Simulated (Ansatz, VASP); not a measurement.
# Al5Te (Te/Al(110)) in two plane-wave programs, part 2 of 2

Wanted: the spread between two codes on one cell, functional and k mesh. The structure shown is the end of the Ansatz relaxation below.

VASP 6.6.1 and Ansatz 0.2.0.

So far. Step 4 (Differences): The forces differ by 2.4 meV/Å r.m.s., which is 4.2 % of the r.m.s. force of 0.057 eV/Å (both taken over all components). Where the cell holds vacuum, a pressure given here is an average over it and none of the material.

## Step 5: Ansatz: relaxation, PBE

Level of this step: Ansatz beside VASP: Kohn-Sham DFT, plane waves, PBE (Ansatz).

This run makes the geometry at which the two programs are then compared. This pair takes another composition, Al10Te, with 22 atoms.

The structure compared here is the end of the Ansatz relaxation.

The input, input.yaml:

```yaml
crystal:
  lattice:
    - [8.1, 0.0, 0.0]
    - [0.0, 5.7275649276, 0.0]
    - [0.0, 0.0, 24.7502621437]
  atoms:
    - { symbol: Al, position: [0.0, 0.0, 0.3636325122] }
    - { symbol: Al, position: [0.25, 0.25, 0.4214860905] }
    - { symbol: Al, position: [0.0, 0.0, 0.4781571122] }
    - { symbol: Al, position: [0.25, 0.25, 0.5377938848] }
    - { symbol: Al, position: [0.0, 0.0, 0.5912899694] }
    - { symbol: Al, position: [0.0, 0.5, 0.3636325122] }
    - { symbol: Al, position: [0.25, 0.75, 0.4214860905] }
    - { symbol: Al, position: [0.0, 0.5, 0.4781571122] }
    - { symbol: Al, position: [0.25, 0.75, 0.5377938848] }
    - { symbol: Al, position: [0.0, 0.5, 0.5912899694] }
    - { symbol: Al, position: [0.5, 0.0, 0.3636325122] }
    - { symbol: Al, position: [0.75, 0.25, 0.4214860905] }
    - { symbol: Al, position: [0.5, 0.0, 0.4781571122] }
    - { symbol: Al, position: [0.75, 0.25, 0.5377938848] }
    - { symbol: Al, position: [0.5, 0.0, 0.5912899694] }
    - { symbol: Al, position: [0.5, 0.5, 0.3636325122] }
    - { symbol: Al, position: [0.75, 0.75, 0.4214860905] }
    - { symbol: Al, position: [0.5, 0.5, 0.4781571122] }
    - { symbol: Al, position: [0.75, 0.75, 0.5377938848] }
    - { symbol: Al, position: [0.5, 0.5, 0.5912899694] }
    - { symbol: Te, position: [0.25, 0.25, 0.6363674878] }
    - { symbol: Te, position: [0.75, 0.75, 0.6363674878] }
kpoints:
  mp_grid: { grid: [4, 5, 1] }
hamiltonian:
  xc: pbe
scf:
  occupations: { method: fermi_dirac, width: 0.1 }
  convergence: { dr2_threshold: 1.0e-08 }
efield:
  axis: 3
  dipole_correction: true
  ramp_position: 0.97
  ramp_width: 0.06
relax:
  f_tol: 0.02
  max_steps: 60
  constraints: [{ sites: [0, 1, 5, 6, 10, 11, 15, 16] }]
output:
  bader: true
  dos: { projected: true, e_range: [-8, 4] }
  write_potential: true
  write_density: true
  volumetric_format: npy
```

Started as:

```
$ ansatz run input.yaml --threads 4 --pin off --max-ram 6144MiB --backend cpu --events-out ev --progress --plain --runs-dir out
```

Numbers of over 12 decimals in the logs are rounded to 6 here.

Log:

```text
[...]
Crystal: 22 atoms, lattice volume = 1148.246 Å³
Basis set: ecut = 420 eV, 22555 PW (Γ), exchange–correlation on 120×80×360 points (8 copies of the dense FFT grid, shifted against one another)
Bands: 68, of which v1, the nominal top of the filled ones, is band 46 counted from 1 (45 counted from 0)
Symmetry: 8 space group operations
[...]
2     Al      0.0038     0.0000
     3     Al     -0.0770     0.0000
     4     Al      0.4041     0.0035
     5     Al      0.0199     0.0000
     6     Al      0.0740     0.0000
     7     Al      0.0038     0.0000
[...]
18     Al     -0.0770     0.0000
    19     Al      0.4040     0.0035
    20     Te     -0.9142     0.0071
    21     Te     -0.9142     0.0071
  estimated error of the sums over rays = 4.6e-4 e
[key lines of the parts left out:]
SCF converged after 6 iterations
Free energy (F): -24706.362913 eV
Fermi energy:    0.021404 eV
Dipole field:    D = -0.013135 V/Å  (p = -0.083347 e·Å, saw-weighted, corrected)
Work function:   Φ+ = 4.5343 eV   Φ− = 4.2092 eV
```

## Step 6: VASP: single point, PBE, pair 2

The same cell, functional, mesh and smearing now go to VASP, with its own data sets.

The input, INCAR:

```
SYSTEM = Al10Te
PREC = Accurate
ENCUT = 400
EDIFF = 1E-06
NELM = 120
ISMEAR = -1
SIGMA = 0.1
LREAL = .FALSE.
ALGO = Normal
GGA = PE
NBANDS = 58
LORBIT = 11
LWAVE = .FALSE.
LCHARG = .FALSE.
ISIF = 2
LDIPOL = .TRUE.
IDIPOL = 3
DIPOL = 0.5 0.5 0.497
LVHAR = .TRUE.
LASPH = .TRUE.
GGA_COMPAT = .FALSE.
NELMDL = -8
KPAR = 4
```

The input, POSCAR:

```
Al10Te
1.0
    8.1000000000      0.0000000000      0.0000000000
    0.0000000000      5.7275649276      0.0000000000
    0.0000000000      0.0000000000     24.7502621437
Al Te
20 2
Direct
    0.0000000000      0.0000000000      0.3636325122
    0.2500000000      0.2500000000      0.4214860905
    0.0000000000      0.0000000000      0.4808845293
    0.2500000000      0.2500000000      0.5352247292
    0.0000000000      0.0000000000      0.6006603608
    0.0000000000      0.5000000000      0.3636325122
    0.2500000000      0.7500000000      0.4214860905
    0.0000000000      0.5000000000      0.4808845293
    0.2500000000      0.7500000000      0.5432165030
    0.0000000000      0.5000000000      0.6006603608
    0.5000000000      0.0000000000      0.3636325122
    0.7500000000      0.2500000000      0.4214860905
    0.5000000000      0.0000000000      0.4808845293
    0.7500000000      0.2500000000      0.5432165030
    0.5000000000      0.0000000000      0.6006603608
    0.5000000000      0.5000000000      0.3636325122
    0.7500000000      0.7500000000      0.4214860905
    0.5000000000      0.5000000000      0.4808845293
    0.7500000000      0.7500000000      0.5352247292
    0.5000000000      0.5000000000      0.6006603608
    0.2500000000      0.2500000000      0.6659535582
    0.7500000000      0.7500000000      0.6659535582
```

The input, KPOINTS:

```
Automatic mesh
0
Gamma
4 5 1
0 0 0
```

PAW data sets: Al and Te (PBE family, release 64).

Started as:

```
$ mpirun -np 4 vasp_std
```

Log:

```text
[banner, memory and clock lines left out]
running    4 mpi-ranks, on    1 nodes
[...]
|                                                                             |
|               ----> ADVICE to this user running VASP <----                  |
|                                                                             |
|     You have a (more or less) 'large supercell' and for larger cells it     |
|     might be more efficient to use real-space projection operators.         |
|     Therefore, try LREAL= Auto in the INCAR file.                           |
|     Mind: For very accurate calculation, you might also keep the            |
|     reciprocal projection scheme (i.e. LREAL=.FALSE.).                      |
|                                                                             |

 LDA part: xc-table for (Slater+PW92), standard interpolation
 POSCAR, INCAR and KPOINTS ok, starting setup
[...]
entering main loop
       N       E                     dE             d eps       ncg     rms          rms(c)
DAV:   1     0.244778724357E+03    0.24478E+03   -0.18680E+04  1044   0.716E+02
DAV:   2    -0.579197621951E+02   -0.30270E+03   -0.28913E+03  1430   0.141E+02
DAV:   3    -0.799916098050E+02   -0.22072E+02   -0.21279E+02  1280   0.368E+01
DAV:   4    -0.809511817084E+02   -0.95957E+00   -0.95527E+00  1560   0.878E+00
[...]
DAV:  36    -0.775903898038E+02   -0.33753E-05   -0.48407E-07   834   0.193E-03    0.341E-03
DAV:  37    -0.775903916343E+02   -0.18305E-05   -0.16718E-07   834   0.106E-03    0.153E-03
DAV:  38    -0.775903923236E+02   -0.68934E-06   -0.37260E-08   702   0.574E-04
   1 F= -.77590392E+02 E0= -.77459873E+02  d E =-.261039E+00
```

OUTCAR, selected parts (step 6):

```text
  Total       -9.5209539    -16.3896679     -0.7327257      0.0000000      0.0000000      0.0000000
  in kB      -13.2848361    -22.8689325     -1.0223913      0.0000000      0.0000000      0.0000000
  external PRESSURE =     -12.3920533 kB  Pullay stress =       0.0000000 kB

 POSITION                                       TOTAL-FORCE (eV/Angst)
 -----------------------------------------------------------------------------------
      0.00000      0.00000      9.00000        -0.000000      0.000000      0.116182
      2.02500      1.43189     10.43189        -0.000000      0.000000     -0.256862
      0.00000      0.00000     11.90202        -0.000000      0.000000      0.002668
      2.02500      1.43189     13.24695        -0.000000      0.000000     -0.011431
      0.00000      0.00000     14.86650        -0.000000     -0.000000     -0.001287
      0.00000      2.86378      9.00000        -0.000000      0.000000      0.116182
      2.02500      4.29567     10.43189        -0.000000      0.000000      0.026517
      0.00000      2.86378     11.90202        -0.000000      0.000000      0.002668
      2.02500      4.29567     13.44475        -0.000000      0.000000      0.002876
      0.00000      2.86378     14.86650         0.000000     -0.000000     -0.001287
      4.05000      0.00000      9.00000        -0.000000     -0.000000      0.116182
      6.07500      1.43189     10.43189        -0.000000      0.000000      0.026517
      4.05000      0.00000     11.90202        -0.000000      0.000000      0.002668
      6.07500      1.43189     13.44475        -0.000000     -0.000000      0.002876
[...]
-----------------------------------------------------------------------------------
    total drift:                               -0.000000     -0.000000      0.000088

  FREE ENERGIE OF THE ION-ELECTRON SYSTEM (eV)
  ---------------------------------------------------
  free  energy   TOTEN  =       -77.5903923236 eV

  energy  without entropy=      -77.3293531537  energy(sigma->0) =      -77.45987274

[... 3 further parts left out ...]
[key lines of the parts left out:]
E-fermi :  -0.1282
```

## Step 7: Side by side

What differs besides the data sets and the points named for the pairs above, as far as they apply: the data sets hold 92 valence electrons in Ansatz (on its default PAW (the set named soft_2) files) and 72 in VASP. Total energies have different zeros and are not compared.

Both answers:

```tsv
quantity	Ansatz	VASP	difference
work function, lower of the two faces (eV)	4.21	4.21	0.00
work function, higher of the two faces (eV)	4.53	4.54	0.00
```

Forces on 10 of the 22 atoms, those with the largest forces and the largest differences (eV/Å; atoms numbered as in POSCAR):

```tsv
atom	Ansatz x, y, z	VASP x, y, z
Al1	0.000, 0.000, 0.115	0.000, 0.000, 0.116
Al2	0.000, 0.000, -0.257	0.000, 0.000, -0.257
Al6	0.000, 0.000, 0.115	0.000, 0.000, 0.116
Al7	0.000, 0.000, 0.026	0.000, 0.000, 0.027
Al11	0.000, 0.000, 0.115	0.000, 0.000, 0.116
Al15	0.000, 0.000, 0.002	0.000, 0.000, -0.001
Al16	0.000, 0.000, 0.115	0.000, 0.000, 0.116
Al17	0.000, 0.000, -0.257	0.000, 0.000, -0.257
Te21	0.000, 0.000, -0.003	0.000, 0.000, 0.004
Te22	0.000, 0.000, -0.003	0.000, 0.000, 0.004
```

The forces differ by 1.6 meV/Å r.m.s., which is 3.0 % of the r.m.s. force of 0.053 eV/Å (both taken over all components). Where the cell holds vacuum, a pressure given here is an average over it and none of the material.

## Step 8: Ansatz: relaxation, PBE

This run makes the geometry at which the two programs are then compared. This pair takes another composition, Al20Te, with 21 atoms.

The structure compared here is the end of the Ansatz relaxation.

Edit input.yaml of step 5 so:

```diff
@@ -27,3 +27,2 @@
     - { symbol: Te, position: [0.25, 0.25, 0.6363674878] }
-    - { symbol: Te, position: [0.75, 0.75, 0.6363674878] }
 kpoints:
@@ -50 +49,2 @@
   volumetric_format: npy
+  elf: true
```

Started as:

```
$ ansatz run input.yaml --threads 4 --pin off --max-ram 6144MiB --backend cpu --events-out ev --progress --plain --runs-dir out
```

Log:

```text
[...]
Crystal: 21 atoms, lattice volume = 1148.246 Å³
Basis set: ecut = 420 eV, 22555 PW (Γ), exchange–correlation on 120×80×360 points (8 copies of the dense FFT grid, shifted against one another)
Bands: 59, of which v1, the nominal top of the filled ones, is band 38 counted from 1 (37 counted from 0)
Symmetry: 4 space group operations
[...]
2     Al     -0.0178     0.0000
     3     Al     -0.0999     0.0000
     4     Al      0.2244     0.0018
     5     Al      0.0401     0.0000
     6     Al      0.0268     0.0001
     7     Al     -0.0178     0.0000
[...]
17     Al     -0.0178     0.0000
    18     Al      0.0001     0.0000
    19     Al      0.2245     0.0018
    20     Te     -0.9492     0.0071
  estimated error of the sums over rays = 5.7e-4 e
[key lines of the parts left out:]
SCF converged after 6 iterations
Free energy (F): -17725.462101 eV
Fermi energy:    -0.251625 eV
Dipole field:    D = -0.009299 V/Å  (p = -0.059010 e·Å, saw-weighted, corrected)
Work function:   Φ+ = 4.3384 eV   Φ− = 4.1082 eV
```

## Step 9: VASP: single point, PBE, pair 3

The same cell, functional, mesh and smearing now go to VASP, with its own data sets.

Edit INCAR of step 6 so:

```diff
@@ -1,2 +1,2 @@
-SYSTEM = Al10Te
+SYSTEM = Al20Te
 PREC = Accurate
@@ -10,3 +10,3 @@
 GGA = PE
-NBANDS = 58
+NBANDS = 54
 LORBIT = 11
@@ -17,3 +17,3 @@
 IDIPOL = 3
-DIPOL = 0.5 0.5 0.497
+DIPOL = 0.5 0.5 0.489
 LVHAR = .TRUE.
```

The input, POSCAR:

```
Al20Te
1.0
    8.1000000000      0.0000000000      0.0000000000
    0.0000000000      5.7275649276      0.0000000000
    0.0000000000      0.0000000000     24.7502621437
Al Te
20 1
Direct
    0.0000000000      0.0000000000      0.3636325122
    0.2500000000      0.2500000000      0.4214860905
    0.9921394275      0.0009612648      0.4800251995
    0.2500000000      0.2500000000      0.5321841270
    0.0206428977      0.9976874713      0.5967070080
    0.0000000000      0.5000000000      0.3636325122
    0.2500000000      0.7500000000      0.4214860905
    0.9921394275      0.4990387352      0.4800251995
    0.2500000000      0.7500000000      0.5344490658
    0.0206428977      0.5023125287      0.5967070080
    0.5000000000      0.0000000000      0.3636325122
    0.7500000000      0.2500000000      0.4214860905
    0.5078605725      0.0009612648      0.4800251995
    0.7500000000      0.2500000000      0.5516353290
    0.4793571023      0.9976874713      0.5967070080
    0.5000000000      0.5000000000      0.3636325122
    0.7500000000      0.7500000000      0.4214860905
    0.5078605725      0.4990387352      0.4800251995
    0.7500000000      0.7500000000      0.5421139239
    0.4793571023      0.5023125287      0.5967070080
    0.2500000000      0.2500000000      0.6684140645
```

KPOINTS is that of step 6.

Started as:

```
$ mpirun -np 4 vasp_std
```

Log:

```text
[banner, memory and clock lines left out]
running    4 mpi-ranks, on    1 nodes
[...]
[... a notice as in an earlier step ...]

 LDA part: xc-table for (Slater+PW92), standard interpolation
 POSCAR, INCAR and KPOINTS ok, starting setup
[...]
entering main loop
       N       E                     dE             d eps       ncg     rms          rms(c)
DAV:   1     0.216594264385E+03    0.21659E+03   -0.16679E+04   972   0.695E+02
DAV:   2    -0.583850138686E+02   -0.27498E+03   -0.25993E+03  1370   0.138E+02
DAV:   3    -0.762909296533E+02   -0.17906E+02   -0.17250E+02  1200   0.344E+01
DAV:   4    -0.770207929097E+02   -0.72986E+00   -0.72752E+00  1432   0.812E+00
[...]
DAV:  31    -0.735105200505E+02   -0.12121E-05   -0.40784E-08   708   0.574E-04    0.537E-04
DAV:  32    -0.735105211874E+02   -0.11368E-05   -0.53525E-08   774   0.474E-04    0.132E-04
DAV:  33    -0.735105213256E+02   -0.13821E-06   -0.92327E-09   640   0.291E-04
   1 F= -.73510521E+02 E0= -.73361154E+02  d E =-.298735E+00
```

From OUTCAR (step 9):

```text
  Total       -7.2615865    -14.3687207     -1.0172782      0.0000000      0.0000000      0.0000000
  in kB      -10.1322817    -20.0490520     -1.4194348      0.0000000      0.0000000      0.0000000
  external PRESSURE =     -10.5335895 kB  Pullay stress =       0.0000000 kB

 POSITION                                       TOTAL-FORCE (eV/Angst)
 -----------------------------------------------------------------------------------
      0.00000      0.00000      9.00000         0.018386     -0.140346      0.164226
      2.02500      1.43189     10.43189         0.000000     -0.000000     -0.170817
      8.03633      0.00551     11.88075        -0.001847      0.003107      0.009923
      2.02500      1.43189     13.17170         0.000000     -0.000000     -0.001870
      0.16721      5.71432     14.76865         0.002824      0.000228     -0.005898
      0.00000      2.86378      9.00000         0.018386      0.140346      0.164226
      2.02500      4.29567     10.43189         0.000000     -0.000000     -0.117829
      8.03633      2.85828     11.88075        -0.001847     -0.003107      0.009923
      2.02500      4.29567     13.22775         0.000000     -0.000000     -0.000245
      0.16721      2.87703     14.76865         0.002824     -0.000228     -0.005898
      4.05000      0.00000      9.00000        -0.018386     -0.140346      0.164226
      6.07500      1.43189     10.43189         0.000000     -0.000000     -0.100377
      4.11367      0.00551     11.88075         0.001847      0.003107      0.009923
      6.07500      1.43189     13.65312         0.000000     -0.000000      0.001037
[...]
-----------------------------------------------------------------------------------
    total drift:                               -0.000000      0.000000     -0.000102

  FREE ENERGIE OF THE ION-ELECTRON SYSTEM (eV)
  ---------------------------------------------------
  free  energy   TOTEN  =       -73.5105213256 eV

  energy  without entropy=      -73.2117862176  energy(sigma->0) =      -73.36115377

[... 1 part as in an earlier step ...]

[... 2 further parts left out ...]
[key lines of the parts left out:]
E-fermi :  -0.3161
```

## Step 10: Comparison

What differs besides the data sets and the points named for the pairs above, as far as they apply: the data sets hold 76 valence electrons in Ansatz (on its default PAW (the set named soft_2) files) and 66 in VASP. Total energies have different zeros and are not compared.

The two programs side by side:

```tsv
quantity	Ansatz	VASP	difference
work function, lower of the two faces (eV)	4.11	4.11	0.00
work function, higher of the two faces (eV)	4.34	4.34	0.00
```

Forces on 10 of the 21 atoms, those with the largest forces and the largest differences (eV/Å; atoms numbered as in POSCAR):

```tsv
atom	Ansatz x, y, z	VASP x, y, z
Al1	0.018, -0.140, 0.163	0.018, -0.140, 0.164
Al2	0.000, 0.000, -0.171	0.000, 0.000, -0.171
Al6	0.018, 0.140, 0.163	0.018, 0.140, 0.164
Al7	0.000, 0.000, -0.120	0.000, 0.000, -0.118
Al10	0.005, -0.001, -0.003	0.003, 0.000, -0.006
Al11	-0.018, -0.140, 0.163	-0.018, -0.140, 0.164
Al15	-0.005, 0.001, -0.003	-0.003, 0.000, -0.006
Al16	-0.018, 0.140, 0.163	-0.018, 0.140, 0.164
Al17	0.000, 0.000, -0.280	0.000, 0.000, -0.280
Te21	0.000, 0.000, 0.002	0.000, 0.000, 0.010
```

The forces differ by 1.5 meV/Å r.m.s., which is 2.1 % of the r.m.s. force of 0.071 eV/Å (both taken over all components). Where the cell holds vacuum, a pressure given here is an average over it and none of the material.

## Step 11: Outcome

```
r.m.s. force difference (single point, PBE, pair 1) : 2.4 meV/Å
r.m.s. force difference (single point, PBE, pair 2) : 1.6 meV/Å
r.m.s. force difference (single point, PBE, pair 3) : 1.5 meV/Å
```

What this shows: The r.m.s. force difference is 2.4 meV/Å (single point, PBE, pair 1), within the 12 meV/Å picked in this series as the mark of a large difference. The data sets hold unlike numbers of valence electrons (31 in Ansatz and 21 in VASP, 92 in Ansatz and 72 in VASP and 76 in Ansatz and 66 in VASP), so part of the differences may come from the potentials. 4 further pairs of this series are not shown here. Such differences can come from data sets, numerical settings and the points named under the comparisons, not from the functional's error against experiment.

[Lines on the potential files, build, host, timing and source positions are cut from VASP's logs without a mark.]

[Logs are printed without paths, hosts, clocks, repeated set-up lines and the standing remarks that a program may print on its own settings, such as how far it seeks lower states.]

[Hosts, paths, dates, database ids (printed as entryN), source tags and the programs' standing remarks are cut or masked in the printed files.]
